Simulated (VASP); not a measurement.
Output of a VASP run:

OSZICAR:
```
...
DAV:   5    -0.816584493683E+01    0.11792E-04   -0.61342E-05  1734   0.808E-02    0.245E-02
DAV:   6    -0.816584512221E+01   -0.18539E-06   -0.48961E-06  1596   0.219E-02
   2 F= -.81658451E+01 E0= -.81654016E+01  d E =-.128561E-02
       N       E                     dE             d eps       ncg     rms          rms(c)
DAV:   1    -0.819995768585E+01   -0.34113E-01   -0.17021E+00  1674   0.998E+00    0.123E+00
DAV:   2    -0.817426146735E+01    0.25696E-01   -0.50542E-02  1692   0.269E+00    0.508E-01
DAV:   3    -0.816830836537E+01    0.59531E-02   -0.82529E-03  1734   0.721E-01    0.370E-01
DAV:   4    -0.816657686190E+01    0.17315E-02   -0.23756E-03  1800   0.408E-01    0.696E-02
DAV:   5    -0.816648588096E+01    0.90981E-04   -0.48977E-04  1746   0.226E-01    0.711E-02
DAV:   6    -0.816648836467E+01   -0.24837E-05   -0.39781E-05  1656   0.623E-02    0.509E-02
DAV:   7    -0.816649060749E+01   -0.22428E-05   -0.12166E-05  1704   0.376E-02    0.190E-02
DAV:   8    -0.816648898387E+01    0.16236E-05   -0.62473E-06  1620   0.300E-02    0.418E-03
DAV:   9    -0.816648894352E+01    0.40352E-07   -0.40334E-07   810   0.525E-03
   3 F= -.81664889E+01 E0= -.81656740E+01  d E =-.192943E-02
       N       E                     dE             d eps       ncg     rms          rms(c)
DAV:   1    -0.817076519499E+01   -0.42762E-02   -0.20328E-01  1680   0.343E+00    0.416E-01
DAV:   2    -0.816769118322E+01    0.30740E-02   -0.59691E-03  1686   0.917E-01    0.172E-01
DAV:   3    -0.816696834270E+01    0.72284E-03   -0.10308E-03  1740   0.253E-01    0.122E-01
DAV:   4    -0.816678027546E+01    0.18807E-03   -0.27972E-04  1800   0.141E-01    0.244E-02
DAV:   5    -0.816677062247E+01    0.96530E-05   -0.60413E-05  1734   0.805E-02    0.242E-02
DAV:   6    -0.816677099328E+01   -0.37080E-06   -0.47869E-06  1566   0.216E-02
   4 F= -.81667710E+01 E0= -.81661037E+01  d E =-.221148E-02
       N       E                     dE             d eps       ncg     rms          rms(c)
DAV:   1    -0.817631909104E+01   -0.95485E-02   -0.29126E-01  1716   0.489E+00    0.717E-01
DAV:   2    -0.816819562758E+01    0.81235E-02   -0.22194E-02  1638   0.176E+00    0.261E-01
DAV:   3    -0.816717858325E+01    0.10170E-02   -0.23332E-03  1776   0.383E-01    0.235E-01
DAV:   4    -0.816693673988E+01    0.24184E-03   -0.42878E-04  1676   0.156E-01    0.419E-02
DAV:   5    -0.816690058297E+01    0.36157E-04   -0.15713E-04  1782   0.132E-01    0.424E-02
DAV:   6    -0.816690328672E+01   -0.27038E-05   -0.17103E-05  1662   0.439E-02    0.286E-02
DAV:   7    -0.816690159425E+01    0.16925E-05   -0.12703E-05  1656   0.393E-02    0.380E-03
DAV:   8    -0.816690173341E+01   -0.13916E-06   -0.12428E-06   848   0.101E-02
   5 F= -.81669017E+01 E0= -.81661330E+01  d E =-.130740E-03
       N       E                     dE             d eps       ncg     rms          rms(c)
DAV:   1    -0.816861828761E+01   -0.17167E-02   -0.48702E-02  1716   0.200E+00    0.299E-01
DAV:   2    -0.816725891682E+01    0.13594E-02   -0.37150E-03  1638   0.720E-01    0.109E-01
DAV:   3    -0.816708705638E+01    0.17186E-03   -0.38398E-04  1776   0.156E-01    0.982E-02
DAV:   4    -0.816704044923E+01    0.46607E-04   -0.71604E-05  1676   0.623E-02    0.179E-02
DAV:   5    -0.816703271779E+01    0.77314E-05   -0.26135E-05  1782   0.536E-02    0.177E-02
DAV:   6    -0.816703290792E+01   -0.19013E-06   -0.29274E-06  1232   0.183E-02
   6 F= -.81670329E+01 E0= -.81663056E+01  d E =-.261915E-03
```

### OUTCAR
```
------------------------ aborting loop because EDIFF is reached ----------------------------------------
  FORCE on cell =-STRESS in cart. coord.  units (eV):
  Direction    XX          YY          ZZ          XY          YZ          ZX
  --------------------------------------------------------------------------------------
  Total        0.0209294      0.0209294      0.0277340      0.0000000      0.0000000      0.0000000
  in kB        0.3040007      0.3040008      0.4028385      0.0000000      0.0000000      0.0000000
  external PRESSURE =       0.3369467 kB  Pullay stress =       0.0000000 kB
  volume of cell :      110.30
      direct lattice vectors                 reciprocal lattice vectors
     4.169539789  0.000000000 -0.000000000     0.239834622  0.138468579 -0.000000000
    -2.084769894  3.610927504 -0.000000000    -0.000000000  0.276937158  0.000000000
     0.000000000 -0.000000000  7.326314417     0.000000000  0.000000000  0.136494278
 POSITION                                       TOTAL-FORCE (eV/Angst)
 -----------------------------------------------------------------------------------
      0.00000      0.00000     -0.00000         0.000000     -0.000000      0.000000
      0.00000     -0.00000      3.66316         0.000000     -0.000000      0.000000
     -0.00000      2.40729      1.83158        -0.000000      0.000000      0.000000
      2.08477      1.20364      5.49474         0.000000     -0.000000     -0.000000
 -----------------------------------------------------------------------------------
    total drift:                               -0.000000     -0.000000      0.000000
  FREE ENERGIE OF THE ION-ELECTRON SYSTEM (eV)
  ---------------------------------------------------
  free  energy   TOTEN  =        -8.1670329079 eV

  energy  without entropy=       -8.1648508534  energy(sigma->0) =       -8.16630556

 reached required accuracy - stopping structural energy minimisation
```
(Selected blocks of OUTCAR.)

POSCAR:
```
HgTe
1
    4.1408153355     0.0000000000    -0.0000000000
   -2.0704076677     3.5860513949    -0.0000000000
    0.0000000000    -0.0000000000     7.4034894572
Hg Te
2 2
Direct
  0.0000000000   0.0000000000   0.0000000000
  0.0000000000   0.0000000000   0.5000000000
  0.3333330000   0.6666670000   0.2500000000
  0.6666670000   0.3333330000   0.7500000000
```

Write an INCAR and KPOINTS that could have produced this output.

This is not unique; one that fits is the input of the run itself, PBEsol GGA, plane waves, VASP's PBE PAW potentials (set 64).

KPOINTS:
```
Automatic mesh
0
Gamma
9 9 4
0 0 0
```

INCAR:
```
! general
SYSTEM  = HgTe
PREC    = Accurate
ENCUT   = 500
LREAL   = F
LASPH   = T   ! aspherical one-centre terms

! electronic loop
EDIFF   = 1E-6   ! SCF stop (eV)
NELM    = 100
ALGO    = Normal
LMAXMIX = 6   ! l cut-off of mixed one-centre charges

! smearing
ISMEAR  = 1
SIGMA   = 0.1

! functional
GGA     = PS   ! PBEsol

! ions
IBRION  = 2   ! conjugate gradients
NSW     = 40   ! most ionic steps
ISIF    = 3   ! ions, shape and volume
EDIFFG  = -0.02   ! ionic stop

! output
LWAVE   = F
LCHARG  = F
```

POTCAR, in this order: Hg Te (PBE.64 set). Program: vasp_std.

The structure was generated: HgTe was put into the NiAs type type (P6_3/mmc), which need not be its known phase. This run relaxes it. Symmetry was kept, so distortions that lower it aren't found.
